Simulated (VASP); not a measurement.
# B4Te3Cl (P6/mmm) in VASP: further runs

The runs below take B4Te3Cl through single point, with PBE.

Program: VASP 6.6.1. These are calculated values, not measurements. Logs are shortened: lines on timing, memory, paths and dates and some standing lists are left out, and cuts for length are marked.

### Step 1. Starting point

It takes space group P6/mmm (No. 191, hexagonal). The conventional cell has a = 8.954 Å, b = 8.954 Å, c = 3.094 Å, α = 90.00°, β = 90.00°, γ = 120.00°. Around B (site symmetry -6m2) lie 2 B at 1.55 Å. B (site symmetry -6m2) is surrounded by 2 B at 1.55 Å. Around Te (site symmetry mmm) lie 2 B at 2.58 Å. Cl (site symmetry 6/mmm) is surrounded by 2 Cl at 3.09 Å.

The cell was built by a generator and needn't be a form met in nature.

### Step 2. Single point, PBE

Input file INCAR:

```
SYSTEM = B4Te3Cl
ALGO = Fast ; EDIFF = 1E-6
ENCUT = 520 ; GGA = PE
ISIF = 2 ; ISMEAR = 0
LASPH = .TRUE. ; LCHARG = .FALSE.
LREAL = .FALSE. ; LWAVE = .FALSE.
NBANDS = 28 ; NELM = 100
PREC = Accurate ; SIGMA = 0.1
```

Input file KPOINTS:

```
k-points
0
G
  6 6 12
  0 0 0
```

Input file POSCAR:

```
B4Te3Cl
1.0
    8.9538793844      0.0000000000      0.0000000000
   -4.4769396922      7.7542870093      0.0000000000
    0.0000000000      0.0000000000      3.0941364523
B Te Cl
4 3 1
Direct
    0.3333333333      0.6666666667      0.0000000000
    0.6666666667      0.3333333333      0.0000000000
    0.3333333333      0.6666666667      0.5000000000
    0.6666666667      0.3333333333      0.5000000000
    0.5000000000      0.0000000000      0.0000000000
    0.0000000000      0.5000000000      0.0000000000
    0.5000000000      0.5000000000      0.0000000000
    0.0000000000      0.0000000000      0.0000000000
```

Potentials or basis: VASP PAW PBE potentials, release 64 (B, Te, Cl).

Run with:

```bash
> cat potpaw_PBE.64/B/POTCAR potpaw_PBE.64/Te/POTCAR potpaw_PBE.64/Cl/POTCAR > POTCAR
> mpirun -np 1 vasp_std > vasp.out
```

OUTCAR:

```text
SYSTEM = B4Te3Cl
   EDIFF = 1E-6
   ENCUT = 520
   GGA = PE
   ISIF = 2
   ISMEAR = 0
   LASPH = .TRUE.
   LREAL = .FALSE.
   NELM = 100
   PREC = Accurate

 ion  position               nearest neighbor table
   1  0.333  0.667  0.000-   3 1.55   3 1.55   5 2.58   6 2.58   7 2.58
   2  0.667  0.333  0.000-   4 1.55   4 1.55   5 2.58   6 2.58   7 2.58
   3  0.333  0.667  0.500-   1 1.55   1 1.55
   4  0.667  0.333  0.500-   2 1.55   2 1.55
   5  0.500  0.000  0.000-   1 2.58   2 2.58
   6  0.000  0.500  0.000-   1 2.58   2 2.58
   7  0.500  0.500  0.000-   1 2.58   2 2.58
   8  0.000  0.000  0.000-

  LATTYP: Found a hexagonal cell.
 ALAT       =     8.9538793844
 C/A-ratio  =     0.3455637852

  Lattice vectors:

 A1 = (   8.9538793844,   0.0000000000,   0.0000000000)
 A2 = (  -4.4769396922,   7.7542870093,   0.0000000000)
 A3 = (   0.0000000000,   0.0000000000,   3.0941364523)

Analysis of symmetry for initial positions (statically):
=====================================================================
 Subroutine PRICEL returns:
 Original cell was already a primitive cell.

 Routine SETGRP: Setting up the symmetry group for a
 hexagonal supercell.

 Subroutine GETGRP returns: Found 24 space group operations
 (whereof 24 operations were pure point group operations)
 out of a pool of 24 trial point group operations.

The static configuration has the point symmetry D_6h.

Analysis of symmetry for dynamics (positions and initial velocities):
=====================================================================
 Subroutine PRICEL returns:
 Original cell was already a primitive cell.

 Routine SETGRP: Setting up the symmetry group for a
 hexagonal supercell.

 Subroutine GETGRP returns: Found 24 space group operations
 (whereof 24 operations were pure point group operations)
 out of a pool of 24 trial point group operations.

The dynamic configuration has the point symmetry D_6h.

 Subroutine INISYM returns: Found 24 space group operations
 (whereof 24 operations are pure point group operations),
 and found     1 'primitive' translations

----------------------------------------------------------------------------------------

                                     Primitive cell

  volume of cell :     214.8288

  direct lattice vectors                    reciprocal lattice vectors
     8.953879384  0.000000000  0.000000000     0.111683434  0.064480461  0.000000000
    -4.476939692  7.754287009  0.000000000     0.000000000  0.128960922  0.000000000
     0.000000000  0.000000000  3.094136452     0.000000000  0.000000000  0.323191952

  length of vectors
     8.953879384  8.953879384  3.094136452     0.128960922  0.128960922  0.323191952

  position of ions in fractional coordinates (direct lattice)
     0.333333333  0.666666667  0.000000000
     0.666666667  0.333333333  0.000000000
     0.333333333  0.666666667  0.500000000
     0.666666667  0.333333333  0.500000000
     0.500000000  0.000000000  0.000000000
     0.000000000  0.500000000  0.000000000
     0.500000000  0.500000000  0.000000000
     0.000000000  0.000000000  0.000000000

  ion indices of the primitive-cell ions
   primitive index   ion index
                 1           1
                 2           2
                 3           3
                 4           4
                 5           5
                 6           6
                 7           7
                 8           8

----------------------------------------------------------------------------------------

 KPOINTS: k-points

Automatic generation of k-mesh.
 Grid dimensions read from file:
 generate k-points for:    6    6   12

 Generating k-lattice:

  Cartesian coordinates                     Fractional coordinates (reciprocal lattice)
     0.018613906  0.010746743  0.000000000     0.166666667  0.000000000  0.000000000
     0.000000000  0.021493487  0.000000000     0.000000000  0.166666667  0.000000000
     0.000000000  0.000000000  0.026932663     0.000000000  0.000000000  0.083333333

  Length of vectors
     0.021493487  0.021493487  0.026932663

  Shift w.r.t. Gamma in fractional coordinates (k-lattice)
     0.000000000  0.000000000  0.000000000

 Subroutine IBZKPT returns following result:
 ===========================================

 Found     49 irreducible k-points:

 Following reciprocal coordinates:
            Coordinates               Weight
  0.000000  0.000000  0.000000      1.000000
  0.166667  0.000000  0.000000      6.000000
  0.333333 -0.000000  0.000000      6.000000
  0.500000  0.000000  0.000000      3.000000
  0.166667  0.166667  0.000000      6.000000
  0.333333  0.166667  0.000000     12.000000
[... 16 lines left out ...]
  0.166667  0.000000  0.250000     12.000000
  0.333333 -0.000000  0.250000     12.000000
 [... further k-points ...]
   k-points           NKPTS =     49   k-points in BZ     NKDIM =     49   number of bands    NBANDS=     28
   number of dos      NEDOS =    301   number of ions     NIONS =      8
   total plane-waves  NPLWV = 117600
   dimension x,y,z NGX =    70 NGY =   70 NGZ =   24
   dimension x,y,z NGXF=   140 NGYF=  140 NGZF=   48
   ions per type =               4   3   1
   NGX,Y,Z   is equivalent  to a cutoff of  13.00, 13.00, 12.90 a.u.
   NGXF,Y,Z  is equivalent  to a cutoff of  25.99, 25.99, 25.79 a.u.
 SYSTEM =  B4Te3Cl
   PREC   = accura    normal or accurate (medium, high low for compatibility)
   ISTART =      0    job   : 0-new  1-cont  2-samecut
   ICHARG =      2    charge: 1-file 2-atom 10-const
   ISPIN  =      1    spin polarized calculation?
   LNONCOLLINEAR =      F non collinear calculations
   LSORBIT =      F    spin-orbit coupling
   LASPH  =      T    aspherical Exc in radial PAW
   ENCUT  =  520.0 eV  38.22 Ry    6.18 a.u.  16.65 16.65  5.75*2*pi/ulx,y,z
   NELM   =    100;   NELMIN=  2; NELMDL= -5     # of ELM steps
   EDIFF  = 0.1E-05   stopping-criterion for ELM
   LREAL  =      F    real-space projection
   EDIFFG = 0.1E-04   stopping-criterion for IOM
   NSW    =      0    number of steps for IOM
   IBRION =     -1    ionic relax: 0-MD 1-quasi-New 2-CG
   NFREE  =      0    steps in history (QN), initial steepest desc. (CG)
   ISIF   =      2    stress and relaxation
   ISYM   =      2    0-nonsym 1-usesym 2-fastsym
   POTIM  = 0.5000    time-step for ionic-motion
   TEBEG  =    0.0;   TEEND  =   0.0 temperature during run
   PSTRESS=    0.0 pullay stress
   NELECT =      37.0000    total number of electrons
   NUPDOWN=      -1.0000    fix difference up-down
   EMIN   =  10.00;   EMAX   =-10.00  energy-range for DOS
   EFERMI =   0.00;   METHOD = LEGACY
   ISMEAR =     0;   SIGMA  =   0.10  broadening in eV -4-tet -1-fermi 0-gaus
   EFERMI_NEDOS =   21; number of points for ismear=-14 and -15
   IALGO  =     68    algorithm
   IMIX   =      4    mixing-type and parameters
     AMIX     =   0.40;   BMIX     =  1.00
     AMIX_MAG =   1.60;   BMIX_MAG =  1.00
  volume/ion in A,a.u.               =      26.85       181.22
  Fermi-wavevector in a.u.,A,eV,Ry     =   0.910845  1.721248 11.287922  0.829639
  Thomas-Fermi vector in A             =   2.035055
   LORBIT       =      0    0 simple, 1 ext, 2 COOP (PROOUT), +10 PAW based schemes
   GGA     = PE    functional components
   LHFCALC =     F    Hartree Fock is set to
   AEXX    =    0.0000 exact exchange contribution
   IVDW    =     0    specifies the selected vdW correction
   LEPSILON=     F    determine dielectric tensor
   LRPA    =     F    only Hartree local field effects (RPA)
 non-spin polarized calculation
 RMM-DIIS sequential band-by-band and
 Gauss-broadening in eV      SIGMA  =   0.10
  energy-cutoff  :      520.00
  volume of cell :      214.83
 maximum number of plane-waves:      5807
 NGX is ok and might be reduce to    70
   NGX = 33   NGY = 33   NGZ = 11

 number of electron      36.9999999 magnetization

 Free energy of the ion-electron system (eV)
  ---------------------------------------------------
  ext. energy  EPLUGINS =         0.00000000
  ---------------------------------------------------
  free energy    TOTEN  =       -32.94735861 eV

  energy without entropy =      -32.92554921  energy(sigma->0) =      -32.93645391

 E-fermi :   1.8449     XC(G=0):  -7.8606

 val. band max:        1.8402127359   @ k =   0.1667   0.1667   0.2500
 cond. band min:       1.8459312918   @ k =   0.3333  -0.0000   0.4167
 fundamental gap:      0.0057185560
 Fermi energy:         1.8448928674

 k-point     1 :       0.0000    0.0000    0.0000
  band No.  band energies     occupation
      1     -11.2850      2.00000
      2     -11.1384      2.00000
      3     -10.2205      2.00000
      4     -10.2205      2.00000
      5      -8.9083      2.00000
      6      -6.0834      2.00000
[... 20 lines left out ...]
     27       7.4282      0.00000
     28       8.2404      0.00000

 k-point     2 :       0.1667    0.0000    0.0000
  band No.  band energies     occupation
      1     -11.2498      2.00000
      2     -11.1367      2.00000
      3     -10.3493      2.00000
      4     -10.2208      2.00000
      5      -8.7153      2.00000
      6      -6.3277      2.00000
[... 20 lines left out ...]
     27       7.5065      0.00000
     28       8.1654      0.00000

 k-point     3 :       0.3333   -0.0000    0.0000
  band No.  band energies     occupation
      1     -11.1708      2.00000
      2     -11.1141      2.00000
      3     -10.5909      2.00000
      4     -10.2213      2.00000
      5      -8.2967      2.00000
      6      -6.8298      2.00000
[... 616 lines left out ...]
      3      -9.5272      2.00000
      4      -9.3865      2.00000
      5      -8.0327      2.00000
      6      -5.7901      2.00000
[... 20 lines left out ...]
     27       7.8193      0.00000
     28       7.9880      0.00000

 k-point    24 :       0.3333   -0.0000    0.2500
  band No.  band energies     occupation
      1     -10.8541      2.00000
      2     -10.3309      2.00000
      3      -9.7811      2.00000
      4      -9.3870      2.00000
      5      -7.6116      2.00000
      6      -6.2202      2.00000
[... 20 lines left out ...]
     27       7.4662      0.00000
     28       7.9083      0.00000

 [... further k-points ...]

------------------------ aborting loop because EDIFF is reached ----------------------------------------

  FORCE on cell =-STRESS in cart. coord.  units (eV):
  Direction    XX          YY          ZZ          XY          YZ          ZX
  --------------------------------------------------------------------------------------
  -------------------------------------------------------------------------------------
  Total       -0.0867664     -0.0867664     -0.1095528      0.0000000      0.0000000      0.0000000
  in kB       -0.6470973     -0.6470973     -0.8170368      0.0000000      0.0000000      0.0000000
  external PRESSURE =      -0.7037438 kB  Pullay stress =       0.0000000 kB

 VOLUME and BASIS-vectors are now :
 -----------------------------------------------------------------------------
  energy-cutoff  :      520.00
  volume of cell :      214.83
      direct lattice vectors                 reciprocal lattice vectors
     8.953879384  0.000000000  0.000000000     0.111683434  0.064480461  0.000000000
    -4.476939692  7.754287009  0.000000000     0.000000000  0.128960922  0.000000000
     0.000000000  0.000000000  3.094136452     0.000000000  0.000000000  0.323191952

 POSITION                                       TOTAL-FORCE (eV/Angst)
 -----------------------------------------------------------------------------------
     -0.00000      5.16952      0.00000         0.000000     -0.000000     -0.000000
      4.47694      2.58476      0.00000        -0.000000      0.000000      0.000000
     -0.00000      5.16952      1.54707         0.000000     -0.000000      0.000000
      4.47694      2.58476      1.54707        -0.000000     -0.000000     -0.000000
      4.47694      0.00000      0.00000         0.000000      0.000000      0.000000
     -2.23847      3.87714      0.00000         0.000000      0.000000      0.000000
      2.23847      3.87714      0.00000         0.000000      0.000000      0.000000
      0.00000      0.00000      0.00000         0.000000      0.000000      0.000000
 -----------------------------------------------------------------------------------
    total drift:                                0.000000     -0.000000      0.000000

  FREE ENERGIE OF THE ION-ELECTRON SYSTEM (eV)
  ---------------------------------------------------
  free  energy   TOTEN  =       -32.9473586108 eV

  energy  without entropy=      -32.9255492118  energy(sigma->0) =      -32.93645391
```

Run time: 5.2 min. Hardware: 1 thread of Intel Xeon Platinum 8488C (Sapphire Rapids), shared host; peak memory 0.49 GiB.

Results:

* Free energy: -32.9474 eV
* Pressure: -0.1 GPa
* Band gap on the k mesh: none (metal or under the smearing width)

Levels at points of the mesh, in eV from the Fermi level:
```
           k point  band 14  band 15  band 16  band 17  band 18  band 19  band 20  band 21  band 22  band 23
(0.00, 0.00, 0.00)    -1.77    -1.44    -0.86    -0.86     0.48     0.87     3.32     3.32     3.52     3.52
(0.50, 0.00, 0.00)    -1.67    -1.15    -1.07    -0.51     0.87     1.92     2.15     3.05     3.32     3.44
(0.00, 0.00, 0.50)    -2.28    -0.59    -0.59     0.09     0.09     0.09     0.09     0.37     1.71     1.71
(0.50, 0.00, 0.50)    -1.69    -1.12    -0.66    -0.35    -0.11     0.14     0.15     0.28     0.84     1.36
```

Caveat: an odd number of electrons without spin polarisation forces a metal; a magnetic or distorted state may lie lower.

### Step 3. Single point, PBE (random cell by space group and Wyckoff sites (P6/mmm, No. 191))

Input file INCAR:

```
PREC = Accurate ; ENCUT = 520
EDIFF = 1E-6 ; ISMEAR = 0
SIGMA = 0.1 ; LREAL = F
LASPH = T ; NELM = 100
ALGO = Fast ; ISIF = 2
LWAVE = F ; LCHARG = T
GGA = PE ; LELF = T
LVHAR = T ; NBANDS = 28
```

Input file KPOINTS:

```
regular mesh
0
Gamma
  6 6 12
```

POSCAR is that of step 2.

Potentials or basis: VASP PAW PBE potentials, release 64 (B, Te, Cl).

Run with:

```bash
> cat potpaw_PBE.64/B/POTCAR potpaw_PBE.64/Te/POTCAR potpaw_PBE.64/Cl/POTCAR > POTCAR
> mpirun -np 1 vasp_std > vasp.out
```

Wall time 6.1 min (1 thread of Intel Xeon Platinum 8488C (Sapphire Rapids), shared host); peak memory 0.5 GiB.

Results (log left out):

```
Free energy            : -32.9474 eV
Pressure               : -0.1 GPa
Band gap on the k mesh : none (metal or under the smearing width)
```

Levels at points of the mesh, in eV from the Fermi level:
```csv
k point,band 15,band 16,band 17,band 18,band 19,band 20,band 21,band 22
"(0.00, 0.00, 0.00)",-1.44,-0.86,-0.86,0.48,0.87,3.32,3.32,3.52
"(0.50, 0.00, 0.00)",-1.15,-1.07,-0.51,0.87,1.92,2.15,3.05,3.32
"(0.00, 0.00, 0.50)",-0.59,-0.59,0.09,0.09,0.09,0.09,0.37,1.71
"(0.50, 0.00, 0.50)",-1.12,-0.66,-0.35,-0.11,0.14,0.15,0.28,0.84
```

Caveat: an odd number of electrons without spin polarisation forces a metal; a magnetic or distorted state may lie lower. The run has no spin-orbit coupling, so splittings on Te are missing.
